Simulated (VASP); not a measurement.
# InSb: what each functional gives for the gap, part 3 of 3

How does the band gap of InSb depend on the functional? The starting structure is a measured crystal structure from the Crystallography Open Database. Cell and atoms stay as given. Meshes and data sets differ where the inputs say so.

VASP 6.6.1.

Results so far: LDA no gap; PBE no gap; r2SCAN 0.239 eV; TB-mBJ 0.518 eV; LDA + spin-orbit coupling no gap; r2SCAN + spin-orbit coupling no gap; TB-mBJ + spin-orbit coupling 0.292 eV; HSE06 0.581 eV.

## (10) Bands with PBE0

Level of this step: PBE0; plane waves and PAW (Sb, In_d) (VASP).

PBE0 keeps a quarter of exact exchange at all ranges; it tends to overshoot small gaps. This run uses a 4×4×4 mesh. It starts from the orbitals of an earlier run, not shown.

Input file INCAR:

```
SYSTEM = InSb
PREC = Accurate
ENCUT = 350
EDIFF = 1E-06
NELM = 100
ISMEAR = 0
SIGMA = 0.03
LREAL = .FALSE.
ALGO = Normal
LHFCALC = .TRUE.
AEXX = 0.25
GGA = PE
LASPH = .TRUE.
NBANDS = 15
PRECFOCK = Fast
HFRCUT = -1
LORBIT = 11
LWAVE = .FALSE.
LCHARG = .FALSE.
KPAR = 4
```

Input file POSCAR:

```
InSb
1.0
    0.0000000000      3.2391000000      3.2391000000
    3.2391000000      0.0000000000      3.2391000000
    3.2391000000      3.2391000000      0.0000000000
Sb In
1 1
Direct
    0.7500000000      0.7500000000      0.7500000000
    0.0000000000      0.0000000000      0.0000000000
```

Input file KPOINTS:

```
Automatic mesh
0
Gamma
4 4 4
0 0 0
```

Input file KPOINTS_OPT:

```
Line mode
10
Line-mode
Reciprocal
  0.00000000   0.00000000   0.00000000 GAMMA
  0.50000000   0.00000000   0.50000000 X

  0.50000000   0.00000000   0.50000000 X
  0.50000000   0.25000000   0.75000000 W

  0.50000000   0.25000000   0.75000000 W
  0.37500000   0.37500000   0.75000000 K

  0.37500000   0.37500000   0.75000000 K
  0.00000000   0.00000000   0.00000000 GAMMA

  0.00000000   0.00000000   0.00000000 GAMMA
  0.50000000   0.50000000   0.50000000 L

  0.50000000   0.50000000   0.50000000 L
  0.62500000   0.25000000   0.62500000 U

  0.62500000   0.25000000   0.62500000 U
  0.50000000   0.25000000   0.75000000 W

  0.50000000   0.25000000   0.75000000 W
  0.50000000   0.50000000   0.50000000 L

  0.50000000   0.50000000   0.50000000 L
  0.37500000   0.37500000   0.75000000 K

  0.62500000   0.25000000   0.62500000 U
  0.50000000   0.00000000   0.50000000 X
```

The projector-augmented-wave data sets are Sb and In_d (PBE family, release 64).

Run with:

```sh
> mpirun -np 4 vasp_std
```

Numbers of over 12 decimals in the logs are rounded to 6 here.

The log of the run:

```text
[banner, memory and clock lines left out]
running    4 mpi-ranks, on    1 nodes
[...]
LDA part: xc-table for (Slater+PW92), standard interpolation
 found WAVECAR, reading the header
 POSCAR, INCAR and KPOINTS ok, starting setup
[...]
HFRCUT set to (new)   10.126627
 reading WAVECAR
 the WAVECAR file was read successfully
 initial charge from wavefunction
 entering main loop
       N       E                     dE             d eps       ncg     rms          rms(c)
DAV:   1    -0.918041032349E+01   -0.91804E+01   -0.27797E+00   296   0.179E+01    0.191E+01
DAV:   2    -0.921850397490E+01   -0.38094E-01   -0.96955E-02   301   0.273E+00    0.134E+01
DAV:   3    -0.921566250132E+01    0.28415E-02   -0.10502E-02   364   0.137E+00    0.850E+00
DAV:   4    -0.921441072109E+01    0.12518E-02   -0.10571E-03   351   0.437E-01    0.514E+00
[...]
DAV:  11    -0.921395414100E+01   -0.17660E-05   -0.46189E-07   204   0.486E-03    0.140E-01
DAV:  12    -0.921395535450E+01   -0.12135E-05   -0.18623E-07   183   0.318E-03    0.829E-02
DAV:  13    -0.921395612990E+01   -0.77540E-06   -0.99402E-08   127   0.265E-03
   1 F= -.92139561E+01 E0= -.92139561E+01  d E =-.228755E-18
 Start KPOINTS_OPT (optional k-point list driver)
k-point batch [1-8\100]
       N       E                     dE             ncg
DAV:   1     0.153570432737E+03   -0.14942E+04      247
DAV:   2    -0.869113471825E+03   -0.10227E+04      247
DAV:   3    -0.941027035134E+03   -0.71914E+02      317
DAV:   4    -0.943516898050E+03   -0.24899E+01      282
DAV:   5    -0.943629393770E+03   -0.11250E+00      387
DAV:   6    -0.943631970622E+03   -0.25769E-02      332
DAV:   7    -0.943632027409E+03   -0.56786E-04      380
DAV:   8    -0.943632028299E+03   -0.89041E-06      276
[...]
k-point batch [97-100\100]
       N       E                     dE             ncg
DAV:   1     0.180607609360E+04   -0.17681E+04      120
DAV:   2     0.132351191772E+04   -0.48256E+03      120
DAV:   3     0.129020138782E+04   -0.33311E+02      148
DAV:   4     0.128924449070E+04   -0.95690E+00      170
DAV:   5     0.128920040181E+04   -0.44089E-01      193
DAV:   6     0.128919967788E+04   -0.72393E-03      184
DAV:   7     0.128919965158E+04   -0.26297E-04      200
DAV:   8     0.128919965127E+04   -0.31374E-06      144
```

Elapsed: 2 min, on 4 MPI ranks of Intel Xeon 6975P-C (Granite Rapids), shared host; peak memory 0.75 GiB.

Parts of OUTCAR (step 10):

```text
 POSITION                                       TOTAL-FORCE (eV/Angst)
 -----------------------------------------------------------------------------------
      4.85865      4.85865      4.85865         0.000000      0.000000      0.000000
      0.00000      0.00000      0.00000        -0.000000     -0.000000     -0.000000
 -----------------------------------------------------------------------------------
    total drift:                                0.000030      0.000029      0.000019

  FREE ENERGIE OF THE ION-ELECTRON SYSTEM (eV)
  ---------------------------------------------------
  free  energy   TOTEN  =        -9.2139561299 eV

  energy  without entropy=       -9.2139561299  energy(sigma->0) =       -9.21395613

[... 2 parts as in an earlier step ...]

[... 1 further part left out ...]
[key lines of the parts left out:]
E-fermi :   4.5741
```

PBE0 gives a direct gap of 1.206 eV.

## (11) Comparison

| level | gap (eV) | least direct gap (eV) | mesh | core minutes |
| --- | --- | --- | --- | --- |
| LDA | none | - | 6×6×6 | 0.413 |
| PBE | none | - | 6×6×6 | 0.453 |
| r2SCAN | 0.239 | 0.239 | 6×6×6 | 1.67 |
| TB-mBJ | 0.518 | 0.518 | 6×6×6 | 0.987 |
| LDA + spin-orbit coupling | none | - | 6×6×6 | 1.6 |
| r2SCAN + spin-orbit coupling | none | - | 6×6×6 | 8.13 |
| TB-mBJ + spin-orbit coupling | 0.292 | 0.292 | 6×6×6 | 4.27 |
| HSE06 | 0.581 | 0.581 | 4×4×4 | 8.13 |
| PBE0 | 1.206 | 1.206 | 4×4×4 | 7.87 |

Core minutes are wall time times ranks of the run shown, on a shared host.

## (12) What came out

| Property | Result |
| --- | --- |
| gap, LDA | no gap |
| gap, PBE | no gap |
| gap, r2SCAN | 0.239 eV |
| gap, TB-mBJ | 0.518 eV |
| gap, LDA + spin-orbit coupling | no gap |
| gap, r2SCAN + spin-orbit coupling | no gap |
| gap, TB-mBJ + spin-orbit coupling | 0.292 eV |
| gap, HSE06 | 0.581 eV |
| gap, PBE0 | 1.206 eV |

Without spin-orbit coupling the gap of InSb runs from 0.239 eV (r2SCAN) to 1.206 eV (PBE0), while LDA and PBE give none. TB-mBJ lies -0.06 eV from HSE06, on another mesh, which alone can move a gap by some hundredths of an eV. Spin-orbit coupling changes the TB-mBJ gap by -0.225 eV. Where a semilocal level gives no gap or a very small one, its bands may be inverted, and differences from it then say little. LASPH is on in some of these runs and off in others, which adds a little to the differences. These are gaps between Kohn-Sham or generalised Kohn-Sham levels of a static lattice, without excitons or temperature. Further runs on this material are not shown.

[Lines on the potential files, build, host, timing and source positions are cut from VASP's logs without a mark.]

[Logs are printed without paths, hosts, clocks, repeated set-up lines and the standing remarks that a program may print on its own settings, such as how far it seeks lower states.]

[Hosts, paths, dates, database ids (printed as entryN), source tags and the programs' standing remarks are cut or masked in the printed files.]
